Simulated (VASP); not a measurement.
InAs:

```
In As
1.0
     0.00000    3.01800    3.01800
     3.01800    0.00000    3.01800
     3.01800    3.01800    0.00000
In As
1 1
Direct
  0.00000 0.00000 0.00000
  0.25000 0.25000 0.25000
```

| Item | Value |
| --- | --- |
| Program | VASP 6.6.1 |
| Task | relaxation of cell and atoms |
| Functional | PBEsol |
| Potentials or basis | VASP PAW PBE potentials, release 64 (In_d, As) |
| Cutoff | 600 eV |
| k mesh | 10 × 10 × 10 |
| Occupations | gaussian, width 0.03 eV |
| Spin | no spin polarisation |

At the start: pressure 1.6 GPa; volume 27.49 Å³/atom.

Question: Where does the relaxation end?

Answer: Over 3 steps the energy falls by 3.7 meV/atom and the volume is 28.25 Å³/atom (+2.8 %); space group F-43m (No. 216, to 0.05 Å).

Step by step:
| step | energy change (eV) | largest force (eV/Å) | pressure (GPa) | volume (Å³) |
| --- | --- | --- | --- | --- |
| 1 | 0.0000 | 0.0000 | 1.62 | 54.98 |
| 2 | -0.0059 | 0.0000 | -0.70 | 57.21 |
| 3 | -0.0075 | 0.0000 | 0.01 | 56.49 |

Final structure:
```
CELL_PARAMETERS angstrom
0.00000 3.04545 3.04545
3.04545 0.00000 3.04545
3.04545 3.04545 0.00000
ATOMIC_POSITIONS crystal
In 0.00000 0.00000 0.00000
As 0.25000 0.25000 0.25000
```

Caveat: the PAW data sets were made with another functional, which shifts forces and pressure a little.
